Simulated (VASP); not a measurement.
## FeGe: formation energy of interstitial Li

Aim: the formation energy and local structure of interstitial Li in FeGe. The start is a cell from a database of measured crystal structures.

Method: PBEsol, spin-polarised from a ferromagnetic start; plane waves and PAW (Ge, Fe), in the first sound run; inputs show where later runs differ, in VASP 6.6.1.

The database entry behind the starting cell differs from later determinations by our own check (about 0.2 % short), so it need not match the best structure at ambient conditions.

### 1. The host crystal

The structure is cubic, space group P2_13 (No. 198). Conventional cell: a = 4.689 Å, b = 4.689 Å, c = 4.689 Å, α = 90.00°, β = 90.00°, γ = 90.00°. Nearest to Ge lie 7 Fe at 2.38 to 2.64 Å. Nearest to Fe lie 7 Ge at 2.38 to 2.64 Å. Farther neighbours are not listed.

Coordinates:

```
Ge Fe
1.0
     4.68900    0.00000    0.00000
     0.00000    4.68900    0.00000
     0.00000    0.00000    4.68900
Ge Fe
4 4
Cartesian
  0.7409 1.6036 3.0854
  1.6036 3.0854 0.7409
  3.0854 0.7409 1.6036
  3.9481 3.9481 3.9481
  4.0560 2.9775 1.7115
  2.9775 1.7115 4.0560
  1.7115 4.0560 2.9775
  0.6330 0.6330 0.6330
```

### 2. The host at zero pressure

The later steps need the crystal at this functional's own lattice; a raised cutoff keeps the stress reliable while the cell changes.

INCAR reads:

```
SYSTEM = FeGe
PREC = Accurate
ENCUT = 350
EDIFF = 1E-06
NELM = 120
ISMEAR = 0
SIGMA = 0.05
LREAL = .FALSE.
ALGO = Normal
GGA = PS
NBANDS = 43
ISPIN = 2
MAGMOM = 0 0 0 0 3 3 3 3
LASPH = .TRUE.
LMAXMIX = 4
LORBIT = 11
LWAVE = .FALSE.
LCHARG = .FALSE.
KPAR = 4
IBRION = 2
NSW = 40
ISIF = 3
EDIFFG = -0.02
POTIM = 0.4
```

POSCAR reads:

```
FeGe
1.0
    4.6890000000      0.0000000000      0.0000000000
    0.0000000000      4.6890000000      0.0000000000
    0.0000000000      0.0000000000      4.6890000000
Ge Fe
4 4
Direct
    0.1580000000      0.3420000000      0.6580000000
    0.3420000000      0.6580000000      0.1580000000
    0.6580000000      0.1580000000      0.3420000000
    0.8420000000      0.8420000000      0.8420000000
    0.8650000000      0.6350000000      0.3650000000
    0.6350000000      0.3650000000      0.8650000000
    0.3650000000      0.8650000000      0.6350000000
    0.1350000000      0.1350000000      0.1350000000
```

KPOINTS reads:

```
Automatic mesh
0
Gamma
4 4 4
0 0 0
```

The projector-augmented-wave data sets are Ge and Fe (PBE family, release 64).

Command:

```console
$ mpirun -np 4 vasp_std
```

What it wrote:

```text
[banner, memory and clock lines left out]
running    4 mpi-ranks, on    1 nodes
 distrk:  each k-point on    1 cores,    4 groups
 distr:  one band on    1 cores,    1 groups

 POSCAR found type information on POSCAR GeFe
 POSCAR found :  2 types and       8 ions
|                                                                             |
|               ----> ADVICE to this user running VASP <----                  |
|                                                                             |
|     You enforced a specific xc type in the INCAR file but a different       |
|     [... a line on the potential file left out ...]
|     I HOPE YOU KNOW WHAT YOU ARE DOING!                                     |
|                                                                             |

 LDA part: xc-table for (Slater+PW92), standard interpolation
 POSCAR, INCAR and KPOINTS ok, starting setup
 FFT: planning ... GRIDC
 FFT: planning ... GRID_SOFT
 FFT: planning ... GRID
 WAVECAR not read
 entering main loop
       N       E                     dE             d eps       ncg     rms          rms(c)
DAV:   1     0.281085570966E+03    0.28109E+03   -0.14560E+04  1892   0.882E+02
DAV:   2    -0.402016590237E+02   -0.32129E+03   -0.29826E+03  1901   0.251E+02
DAV:   3    -0.614480800679E+02   -0.21246E+02   -0.19863E+02  2224   0.771E+01
DAV:   4    -0.619790935853E+02   -0.53101E+00   -0.52651E+00  2280   0.121E+01
DAV:   5    -0.619853288852E+02   -0.62353E-02   -0.62325E-02  2218   0.111E+00    0.267E+01
DAV:   6    -0.678914787517E+02   -0.59061E+01   -0.59895E+01  2368   0.999E+01    0.318E+01
DAV:   7    -0.568273402056E+02    0.11064E+02   -0.28486E+01  2228   0.705E+01    0.625E+00
DAV:   8    -0.568742453203E+02   -0.46905E-01   -0.18594E+00  2065   0.527E+00    0.313E+00
DAV:   9    -0.567930780363E+02    0.81167E-01   -0.10961E-01  2573   0.349E+00    0.134E+00
DAV:  10    -0.567792761737E+02    0.13802E-01   -0.13987E-02  2523   0.790E-01    0.409E-01
DAV:  11    -0.567781060357E+02    0.11701E-02   -0.16252E-03  2421   0.330E-01    0.152E-01
DAV:  12    -0.567781468921E+02   -0.40856E-04   -0.24820E-04  2775   0.136E-01    0.943E-02
DAV:  13    -0.567782015961E+02   -0.54704E-04   -0.96032E-05  2828   0.892E-02    0.656E-02
DAV:  14    -0.567782541574E+02   -0.52561E-04   -0.77099E-05  2823   0.912E-02    0.405E-02
DAV:  15    -0.567782657449E+02   -0.11588E-04   -0.43631E-05  2823   0.717E-02    0.125E-02
DAV:  16    -0.567782677388E+02   -0.19939E-05   -0.70741E-06  1928   0.214E-02    0.610E-03
DAV:  17    -0.567782680516E+02   -0.31285E-06   -0.14266E-07  1036   0.430E-03
   1 F= -.56778268E+02 E0= -.56772145E+02  d E =-.567783E+02  mag=     4.3357
 curvature:   0.00 expect dE= 0.000E+00 dE for cont linesearch  0.000E+00
 trial: gam= 0.00000 g(F)=  0.238E-02 g(S)=  0.478E+00 ort = 0.000E+00 (trialstep = 0.100E+01)
 search vector abs. value=  0.480E+00
 bond charge predicted
       N       E                     dE             d eps       ncg     rms          rms(c)
DAV:   1    -0.598603835112E+02   -0.30821E+01   -0.39726E+01  2106   0.672E+01    0.164E+01
DAV:   2    -0.608903700726E+02   -0.10300E+01   -0.20791E+01  2278   0.660E+01    0.167E+01
DAV:   3    -0.569664839529E+02    0.39239E+01   -0.85634E+00  2158   0.432E+01    0.319E+00
DAV:   4    -0.569115271344E+02    0.54957E-01   -0.52360E-01  2060   0.346E+00    0.170E+00
DAV:   5    -0.568758964208E+02    0.35631E-01   -0.37954E-02  2778   0.229E+00    0.777E-01
DAV:   6    -0.568733507455E+02    0.25457E-02   -0.35364E-03  2050   0.365E-01    0.229E-01
DAV:   7    -0.568730545001E+02    0.29625E-03   -0.85396E-04  2466   0.212E-01    0.527E-02
DAV:   8    -0.568730474691E+02    0.70310E-05   -0.54784E-05  2493   0.635E-02    0.216E-02
DAV:   9    -0.568730463380E+02    0.11311E-05   -0.66245E-06  2097   0.165E-02    0.933E-03
DAV:  10    -0.568730447491E+02    0.15889E-05   -0.47707E-07  1057   0.590E-03    0.459E-03
DAV:  11    -0.568730444873E+02    0.26180E-06   -0.26497E-07  1018   0.363E-03
   2 F= -.56873044E+02 E0= -.56869072E+02  d E =-.947764E-01  mag=     3.9065
[...]
3 F= -.56938233E+02 E0= -.56933457E+02  d E =-.159965E+00  mag=     3.9779
[...]
4 F= -.56938205E+02 E0= -.56933401E+02  d E =-.159937E+00  mag=     3.9824
[...]
5 F= -.56939739E+02 E0= -.56934970E+02  d E =-.153379E-02  mag=     3.9824
[...]
6 F= -.56940792E+02 E0= -.56936082E+02  d E =-.258700E-02  mag=     3.9823
 curvature:  -1.25 expect dE=-0.283E-03 dE for cont linesearch -0.626E-06
 trial: gam= 0.06240 g(F)=  0.165E-03 g(S)=  0.619E-04 ort = 0.318E-04 (trialstep = 0.124E+01)
 search vector abs. value=  0.239E-03
 bond charge predicted
       N       E                     dE             d eps       ncg     rms          rms(c)
DAV:   1    -0.569416003736E+02   -0.80829E-03   -0.17162E-02  2344   0.107E+00    0.241E-01
DAV:   2    -0.569420896815E+02   -0.48931E-03   -0.60242E-03  2213   0.107E+00    0.275E-01
DAV:   3    -0.569409837951E+02    0.11059E-02   -0.19498E-03  2204   0.658E-01    0.405E-02
DAV:   4    -0.569409757819E+02    0.80133E-05   -0.10850E-04  2020   0.472E-02    0.266E-02
DAV:   5    -0.569409701412E+02    0.56406E-05   -0.82649E-06  2536   0.323E-02    0.582E-03
DAV:   6    -0.569409697376E+02    0.40366E-06   -0.41155E-07  1015   0.541E-03
   7 F= -.56940970E+02 E0= -.56936271E+02  d E =-.178016E-03  mag=     3.9801
 trial-energy change:   -0.000178  1 .order   -0.000152   -0.000285   -0.000020
 step:   1.3022(harm=  1.3374)  dis= 0.00087  next Energy=   -56.940970 (dE=-0.178E-03)
 reached required accuracy - stopping structural energy minimisation
```

Elapsed: 2.6 min, on 4 MPI ranks of Intel Xeon Platinum 8488C (Sapphire Rapids), shared host; peak memory 0.82 GiB.

The logs omit lines about the potential files and the build; timing stands in the text.

OUTCAR, selected parts (step 2):

```text
ion  position               nearest neighbor table
   1  0.158  0.342  0.658-   5 2.38   8 2.44   7 2.44   6 2.44   7 2.64   8 2.64   6 2.64   2 2.90
                             2 2.90   3 2.90   4 2.90   3 2.90   4 2.90
   2  0.342  0.658  0.158-   6 2.38   7 2.44   5 2.44   8 2.44   5 2.64   7 2.64   8 2.64   1 2.90
                             1 2.90   3 2.90   3 2.90   4 2.90   4 2.90
   3  0.658  0.158  0.342-   7 2.38   6 2.44   5 2.44   8 2.44   6 2.64   5 2.64   8 2.64   1 2.90
                             4 2.90   2 2.90   2 2.90   1 2.90   4 2.90
   4  0.842  0.842  0.842-   8 2.38   5 2.44   7 2.44   6 2.44   6 2.64   5 2.64   7 2.64   2 2.90
                             3 2.90   1 2.90   3 2.90   1 2.90   2 2.90
   5  0.865  0.635  0.365-   1 2.38   4 2.44   3 2.44   2 2.44   3 2.64   4 2.64   2 2.64   6 2.87
                             6 2.87   8 2.87   8 2.87   7 2.87   7 2.87
   6  0.635  0.365  0.865-   2 2.38   3 2.44   1 2.44   4 2.44   1 2.64   3 2.64   4 2.64   5 2.87
                             5 2.87   7 2.87   7 2.87   8 2.87   8 2.87
   7  0.365  0.865  0.635-   3 2.38   2 2.44   1 2.44   4 2.44   2 2.64   1 2.64   4 2.64   8 2.87
                             6 2.87   6 2.87   8 2.87   5 2.87   5 2.87
   8  0.135  0.135  0.135-   4 2.38   1 2.44   3 2.44   2 2.44   2 2.64   1 2.64   3 2.64   5 2.87
                             7 2.87   7 2.87   5 2.87   6 2.87   6 2.87

  LATTYP: Found a simple cubic cell.
 ALAT       =     4.6890000000

 Subroutine GETGRP returns: Found 12 space group operations
 (whereof  3 operations were pure point group operations)

The static configuration has the point symmetry C_3 .
 The point group associated with its full space group is T   .

 Found     11 irreducible k-points:

   k-points           NKPTS =     11   k-points in BZ     NKDIM =     11   number of bands    NBANDS=     43

   dimension x,y,z NGX =    30 NGY =   30 NGZ =   30
   dimension x,y,z NGXF=    60 NGYF=   60 NGZF=   60

   ENCUT  =  350.0 eV  25.72 Ry    5.07 a.u.   7.15  7.15  7.15*2*pi/ulx,y,z

   NELECT =      48.0000    total number of electrons

 k-points in reciprocal lattice and weights: Automatic mesh
   0.00000000  0.00000000  0.00000000       0.016
   0.25000000  0.00000000  0.00000000       0.094
   0.50000000  0.00000000  0.00000000       0.047
   0.25000000  0.25000000  0.00000000       0.188
   0.50000000  0.25000000  0.00000000       0.094
  -0.25000000  0.50000000  0.00000000       0.094
   0.50000000  0.50000000  0.00000000       0.047
   0.25000000  0.25000000  0.25000000       0.125
   0.50000000  0.25000000  0.25000000       0.188
   0.50000000  0.50000000  0.25000000       0.094
   0.50000000  0.50000000  0.50000000       0.016

 average (electrostatic) potential at core
       1 -28.9602       2 -28.9602       3 -28.9602       4 -28.9602       5 -41.5165
       6 -41.5165       7 -41.5165       8 -41.5165

 E-fermi :   7.3193

 spin component 1
 k-point     1 :       0.0000    0.0000    0.0000
  band No.  band energies     occupation
    ...
     23       6.5555      1.00000
     24       6.5555      1.00000
     25       7.1961      0.99976
     26       7.1961      0.99976
     27       7.1961      0.99976
     28       9.3753      0.00000
     29       9.3753      0.00000
     30       9.3753      0.00000
     31      10.3206      0.00000
     32      10.3206      0.00000
    ...

 k-point     2 :       0.2500    0.0000    0.0000
  band No.  band energies     occupation
    ...
     22       6.4579      1.00000
     23       6.5938      1.00000
     24       6.7118      1.00000
     25       7.0021      1.00000
     26       7.0507      1.00000
     27       8.1412      0.00000
     28       8.5617      0.00000
     29       8.8363      0.00000
     30       9.1032      0.00000
     31       9.4188      0.00000
    ...

 k-point     3 :       0.5000    0.0000    0.0000
  band No.  band energies     occupation
    ...
     22       6.3342      1.00000
     23       6.6850      1.00000
     24       6.6850      1.00000
     25       6.8668      1.00000
     26       6.8668      1.00000
     27       8.3720      0.00000
     28       8.3720      0.00000
     29       8.4409      0.00000
     30       8.4409      0.00000
     31      11.3257      0.00000
    ...

 k-point     4 :       0.2500    0.2500    0.0000
  band No.  band energies     occupation
    ...
     22       6.2819      1.00000
     23       6.5036      1.00000
     24       6.6773      1.00000
     25       6.8367      1.00000
     26       7.1129      1.00000
     27       8.0295      0.00000
     28       8.5279      0.00000
     29       9.0336      0.00000
     30       9.3280      0.00000
     31       9.6080      0.00000
    ...

 k-point     5 :       0.5000    0.2500    0.0000
  band No.  band energies     occupation
    ...
     22       6.1700      1.00000
     23       6.5305      1.00000
     24       6.5305      1.00000
     25       6.9124      1.00000
     26       6.9124      1.00000
     27       8.1385      0.00000
     28       8.1385      0.00000
     29       9.4444      0.00000
     30       9.4444      0.00000
     31       9.8712      0.00000
    ...

 k-point     6 :      -0.2500    0.5000    0.0000
  band No.  band energies     occupation
    ...
     22       6.1327      1.00000
     23       6.5649      1.00000
     24       6.5649      1.00000
     25       6.9651      1.00000
     26       6.9651      1.00000
     27       8.2151      0.00000
     28       8.2151      0.00000
     29       9.3192      0.00000
     30       9.3192      0.00000
     31       9.9440      0.00000
    ...

  Total        0.0677078      0.0677078      0.0677078     -0.0000000     -0.0000000     -0.0000000
  in kB        1.1111144      1.1111144      1.1111144     -0.0000000     -0.0000000     -0.0000000
  external PRESSURE =       1.1111144 kB  Pullay stress =       0.0000000 kB

  energy-cutoff  :      350.00
  volume of cell :       97.63
      direct lattice vectors                 reciprocal lattice vectors
     4.604651297 -0.000000000 -0.000000000     0.217171711  0.000000000 -0.000000000
    -0.000000000  4.604651297 -0.000000000     0.000000000  0.217171711  0.000000000
     0.000000000 -0.000000000  4.604651297     0.000000000  0.000000000  0.217171711

 POSITION                                       TOTAL-FORCE (eV/Angst)
 -----------------------------------------------------------------------------------
      0.72920      1.57312      3.03153        -0.008021      0.008021     -0.008021
      1.57312      3.03153      0.72920         0.008021     -0.008021     -0.008021
      3.03153      0.72920      1.57312        -0.008021     -0.008021      0.008021
      3.87545      3.87545      3.87545         0.008021      0.008021      0.008021
      3.97782      2.92915      1.67550        -0.004715      0.004715     -0.004715
      2.92915      1.67550      3.97782         0.004715     -0.004715     -0.004715
      1.67550      3.97782      2.92915        -0.004715     -0.004715      0.004715
      0.62683      0.62683      0.62683         0.004715      0.004715      0.004715
 -----------------------------------------------------------------------------------
    total drift:                                0.000001      0.000002     -0.000000

  FREE ENERGIE OF THE ION-ELECTRON SYSTEM (eV)
  ---------------------------------------------------
  free  energy   TOTEN  =       -56.9409697376 eV

  energy  without entropy=      -56.9315730350  energy(sigma->0) =      -56.93627139

 reached required accuracy - stopping structural energy minimisation

 total charge
# of ion       s       p       d       tot
------------------------------------------
    1        1.118   1.284   0.159   2.560
    2        1.118   1.284   0.159   2.560
    3        1.118   1.284   0.159   2.560
    4        1.118   1.284   0.159   2.560
    5        0.395   0.537   6.507   7.439
    6        0.395   0.537   6.507   7.439
    7        0.395   0.537   6.507   7.439
    8        0.395   0.537   6.507   7.439
--------------------------------------------------
tot          6.052   7.284  26.661  39.996

 magnetization (x)
# of ion       s       p       d       tot
------------------------------------------
    1       -0.011  -0.054  -0.004  -0.069
    2       -0.011  -0.054  -0.004  -0.069
    3       -0.011  -0.054  -0.004  -0.069
    4       -0.011  -0.054  -0.004  -0.069
    5       -0.000  -0.003   1.090   1.086
    6       -0.000  -0.003   1.090   1.086
    7       -0.000  -0.003   1.090   1.086
    8       -0.000  -0.003   1.090   1.086
--------------------------------------------------
tot         -0.047  -0.229   4.343   4.067

[... 6 further parts left out ...]
```

CONTCAR:

```
FeGe
   1.00000000000000
     4.6046512967316584   -0.0000000000000000   -0.0000000000000000
    -0.0000000000000000    4.6046512967316584   -0.0000000000000000
     0.0000000000000000   -0.0000000000000000    4.6046512967316584
  Ge              Fe
     4     4
Direct
     0.1583620951864945    0.3416379048135055    0.6583620951864945
     0.3416379048135055    0.6583620951864945    0.1583620951864945
     0.6583620951864945    0.1583620951864945    0.3416379048135055
     0.8416379048135055    0.8416379048135055    0.8416379048135055
     0.8638707905780589    0.6361292094219411    0.3638707905780590
     0.6361292094219411    0.3638707905780590    0.8638707905780589
     0.3638707905780590    0.8638707905780589    0.6361292094219411
     0.1361292094219410    0.1361292094219410    0.1361292094219410
```

The magnetic state follows from one typed start and may not be the lowest. The k-mesh is coarse for a metal. The PAW data sets were made with PBE, which is usual practice but a small mismatch for other functionals. The data set Ge keeps the semicore shell frozen, which is cheaper and a little less accurate. The run keeps the 12 symmetry operations of its start, so it cannot find a distortion of lower symmetry.

The steps of the relaxation:

```
step  energy less that of the first step (eV)  largest force (eV/Å)  pressure (GPa)  volume (Å³)
   1                                   0.0000                0.1042           -8.93       103.10
   2                                  -0.0948                0.2730            6.96        94.76
   3                                  -0.1600                0.1134            0.10        97.80
   4                                  -0.1599                0.1084           -0.19        97.91
   5                                  -0.1615                0.0713           -0.15        97.85
   6                                  -0.1625                0.0318           -0.11        97.75
   7                                  -0.1627                0.0139            0.11        97.63
```

```
conventional cell, symmetrised  before  after  change
                         a (Å)   4.689  4.605  -1.8 %
                         b (Å)   4.689  4.605  -1.8 %
                         c (Å)   4.689  4.605  -1.8 %
              volume (Å³/atom)   12.89  12.20  -5.3 %
```

The relaxed structure:

```xyz
8
Lattice="4.6047 0.0000 0.0000 0.0000 4.6047 0.0000 0.0000 0.0000 4.6047" Properties=species:S:1:pos:R:3 pbc="T T T"
Ge    0.7292    1.5731    3.0315
Ge    1.5731    3.0315    0.7292
Ge    3.0315    0.7292    1.5731
Ge    3.8754    3.8754    3.8754
Fe    3.9778    2.9292    1.6755
Fe    2.9292    1.6755    3.9778
Fe    1.6755    3.9778    2.9292
Fe    0.6268    0.6268    0.6268
```

Numbers from this step:

```yaml
electronic_cycles: 62
electrons: 48
free_energy_toten: -56.9410 eV
energy_at_zero_smearing: -56.9363 eV
fermi_energy: 7.319 eV
moment_of_the_cell_from_the_last_line_of_the_log: 3.980 μB
labelled_metallic_from_the_levels_on_this_mesh: yes
```

Spin moment in the PAW sphere by atom:

```
atom  spin moment in the PAW sphere (μB)
 Ge1                               -0.07
 Ge2                               -0.07
 Ge3                               -0.07
 Ge4                               -0.07
 Fe5                                1.09
 Fe6                                1.09
 Fe7                                1.09
 Fe8                                1.09
```

The run ended after 7 ionic steps, 0.163 eV below its first step, once forces and stress met EDIFFG = -0.02.

(Continued in part 2 of 6.)

[Lines on the potential files, build, host, timing and source positions are cut from VASP's logs without a mark.]

[Logs are printed without paths, hosts, clocks, repeated set-up lines and the standing remarks that a program may print on its own settings, such as how far it seeks lower states.]

[Hosts, paths, dates, database ids (printed as entryN), source tags and the programs' standing remarks are cut or masked in the printed files.]

[In band tables of VASP the shares of atoms and orbitals are scaled to a sum of 1 inside the atoms' spheres.]

[Runs that stopped without an error message from VASP are left out.]
